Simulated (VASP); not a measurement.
Level of theory: PBE GGA, VASP's PBE PAW potentials (set 64) (plane waves; VASP).

The input files of a VASP run:

### KPOINTS
```
Automatic mesh
0
Gamma
11 11 9
0 0 0
```

### POSCAR
```
MgB2
1.0
  1.5410674568  -2.6692066392   0.0000000000
  1.5410674568   2.6692066392   0.0000000000
  0.0000000000   0.0000000000   3.5031296128
Mg B
1 2
Cart
  0.0000000000   0.0000000000   0.0000000000
  1.5410674568   0.8897373259   1.7515648064
  1.5410674568  -0.8897373259   1.7515648064
```

### INCAR
```
! general
SYSTEM  =  MgB2
PREC    =  Accurate
ENCUT   =  520   ! plane-wave cut-off (eV)
LREAL   =  .FALSE.   ! projection in real space or not
LASPH   =  .TRUE.   ! aspherical one-centre terms

! electronic loop
EDIFF   =  1E-7
NELM    =  100   ! most electronic steps
ALGO    =  Normal   ! blocked Davidson

! smearing
ISMEAR  =  1   ! Methfessel-Paxton
SIGMA   =  0.1   ! width (eV)

! functional
GGA     =  PE

! ions
IBRION  =  2   ! conjugate gradients
NSW     =  30   ! most ionic steps
ISIF    =  4
EDIFFG  =  -0.01   ! ionic stop

! output
LWAVE   =  .FALSE.
LCHARG  =  .FALSE.
```

POTCAR, in this order: Mg B (PBE.64 set). Program: vasp_std.

The run wrote:

OUTCAR:
```
 ion  position               nearest neighbor table
   1  0.000  0.000  0.000-   2 2.50   3 2.50   2 2.50   3 2.50   3 2.50   3 2.50   2 2.50   2 2.50
                             3 2.50   3 2.50   2 2.50   2 2.50
   2  0.333  0.667  0.500-   3 1.78   3 1.78   3 1.78   1 2.50   1 2.50   1 2.50   1 2.50   1 2.50
                             1 2.50
   3  0.667  0.333  0.500-   2 1.78   2 1.78   2 1.78   1 2.50   1 2.50   1 2.50   1 2.50   1 2.50
                             1 2.50
  LATTYP: Found a hexagonal cell.
 ALAT       =     3.0821344859
 C/A-ratio  =     1.1365920692
 Subroutine PRICEL returns:
 Original cell was already a primitive cell.
 Subroutine GETGRP returns: Found 24 space group operations
The static configuration has the point symmetry D_6h.
The dynamic configuration has the point symmetry D_6h.
 Subroutine INISYM returns: Found 24 space group operations
 Subroutine IBZKPT returns following result:
 Found     80 irreducible k-points:

 Following reciprocal coordinates:
            Coordinates               Weight
  0.000000  0.000000  0.000000      1.000000
  0.090909  0.000000  0.000000      6.000000
  0.181818  0.000000  0.000000      6.000000
  0.272727  0.000000  0.000000      6.000000
  0.363636  0.000000  0.000000      6.000000
  0.454545  0.000000  0.000000      6.000000
  0.090909  0.090909  0.000000      6.000000
  0.181818  0.090909  0.000000     12.000000
  0.272727  0.090909  0.000000     12.000000
  0.363636  0.090909  0.000000     12.000000
  0.454545  0.090909  0.000000      6.000000
  0.181818  0.181818  0.000000      6.000000
  0.272727  0.181818  0.000000     12.000000
  0.363636  0.181818  0.000000     12.000000
  0.272727  0.272727  0.000000      6.000000
  0.363636  0.272727  0.000000      6.000000
  0.000000  0.000000  0.111111      2.000000
  0.090909  0.000000  0.111111     12.000000
  0.181818  0.000000  0.111111     12.000000
...
```

### OSZICAR
```
       N       E                     dE             d eps       ncg     rms          rms(c)
DAV:   1     0.576736868818E+01    0.57674E+01   -0.39502E+03  1360   0.841E+02
DAV:   2    -0.167187854454E+02   -0.22486E+02   -0.21296E+02  1880   0.111E+02
DAV:   3    -0.169849784499E+02   -0.26619E+00   -0.26548E+00  1680   0.147E+01
DAV:   4    -0.169852791009E+02   -0.30065E-03   -0.30065E-03  1944   0.471E-01
DAV:   5    -0.169852793592E+02   -0.25828E-06   -0.25770E-06  1688   0.952E-03    0.522E+00
DAV:   6    -0.155732965765E+02    0.14120E+01   -0.23406E+00  1408   0.844E+00    0.253E+00
DAV:   7    -0.153304567941E+02    0.24284E+00   -0.12602E+00  1584   0.606E+00    0.780E-01
DAV:   8    -0.153308745500E+02   -0.41776E-03   -0.15758E-01  1384   0.245E+00    0.464E-01
DAV:   9    -0.153200969988E+02    0.10778E-01   -0.37380E-02  1384   0.107E+00    0.511E-02
DAV:  10    -0.153201512602E+02   -0.54261E-04   -0.82006E-04  1848   0.223E-01    0.285E-02
DAV:  11    -0.153201347544E+02    0.16506E-04   -0.19648E-04  1400   0.805E-02    0.813E-03
DAV:  12    -0.153201298555E+02    0.48989E-05   -0.20765E-05  1424   0.269E-02    0.871E-04
DAV:  13    -0.153201298806E+02   -0.25062E-07   -0.26980E-07  1952   0.450E-03
   1 F= -.15320130E+02 E0= -.15320050E+02  d E =-.153201E+02
       N       E                     dE             d eps       ncg     rms          rms(c)
DAV:   1    -0.153250070177E+02   -0.48772E-02   -0.73816E-02  1744   0.211E+00    0.169E-01
DAV:   2    -0.153232954669E+02    0.17116E-02   -0.36992E-03  1752   0.387E-01    0.710E-02
DAV:   3    -0.153229946855E+02    0.30078E-03   -0.12045E-03  1552   0.189E-01    0.166E-02
DAV:   4    -0.153229872721E+02    0.74134E-05   -0.37671E-05  1608   0.506E-02    0.275E-03
DAV:   5    -0.153229868374E+02    0.43465E-06   -0.19550E-06  1576   0.861E-03    0.618E-04
DAV:   6    -0.153229868466E+02   -0.91821E-08   -0.40569E-08  1192   0.176E-03
   2 F= -.15322987E+02 E0= -.15323030E+02  d E =-.285697E-02
       N       E                     dE             d eps       ncg     rms          rms(c)
DAV:   1    -0.153230932478E+02   -0.10641E-03   -0.18490E-03  1760   0.334E-01    0.266E-02
DAV:   2    -0.153230529293E+02    0.40318E-04   -0.87971E-05  1768   0.599E-02    0.116E-02
DAV:   3    -0.153230457719E+02    0.71574E-05   -0.29900E-05  1560   0.298E-02    0.270E-03
DAV:   4    -0.153230456876E+02    0.84340E-07   -0.11165E-06  1544   0.831E-03    0.636E-04
DAV:   5    -0.153230456717E+02    0.15851E-07   -0.91580E-08  1192   0.178E-03
   3 F= -.15323046E+02 E0= -.15323113E+02  d E =-.291579E-02
```

File OUTCAR:
```
------------------------ aborting loop because EDIFF is reached ----------------------------------------
  FORCE on cell =-STRESS in cart. coord.  units (eV):
  Direction    XX          YY          ZZ          XY          YZ          ZX
  --------------------------------------------------------------------------------------
  Total        0.0095998      0.0095998      0.0092774      0.0000000     -0.0000000      0.0000000
  in kB        0.5336823      0.5336821      0.5157580      0.0000000     -0.0000000      0.0000000
  external PRESSURE =       0.5277075 kB  Pullay stress =       0.0000000 kB
  volume of cell :       28.82
      direct lattice vectors                 reciprocal lattice vectors
     1.534680222 -2.658143631  0.000000000     0.325800771 -0.188101197  0.000000000
     1.534680222  2.658143631 -0.000000000     0.325800771  0.188101197  0.000000000
    -0.000000000 -0.000000000  3.532349861     0.000000000  0.000000000  0.283097666
 POSITION                                       TOTAL-FORCE (eV/Angst)
 -----------------------------------------------------------------------------------
      0.00000     -0.00000     -0.00000        -0.000000     -0.000000      0.000000
      1.53468      0.88605      1.76617        -0.000000      0.000000      0.000000
      1.53468     -0.88605      1.76617         0.000000     -0.000000     -0.000000
 -----------------------------------------------------------------------------------
    total drift:                                0.000000     -0.000000      0.000000
  FREE ENERGIE OF THE ION-ELECTRON SYSTEM (eV)
  ---------------------------------------------------
  free  energy   TOTEN  =       -15.3230456717 eV

  energy  without entropy=      -15.3232468502  energy(sigma->0) =      -15.32311273

 reached required accuracy - stopping structural energy minimisation
```
(Selected blocks of OUTCAR.)

CONTCAR:
```
MgB2
   1.00000000000000
     1.5346802217711475   -2.6581436313185667    0.0000000000000000
     1.5346802217711475    2.6581436313185667   -0.0000000000000000
    -0.0000000000000000   -0.0000000000000000    3.5323498612249962
  Mg              B
     1     2
Direct
     0.0000000000000000    0.0000000000000000    0.0000000000000000
     0.3333330000000032    0.6666669999999968    0.5000000000000000
     0.6666669999999968    0.3333330000000032    0.5000000000000000
```

The compound is MgB2 in the AlB2 type structure. This run relaxes it. Symmetry was kept, so distortions that lower it aren't found.
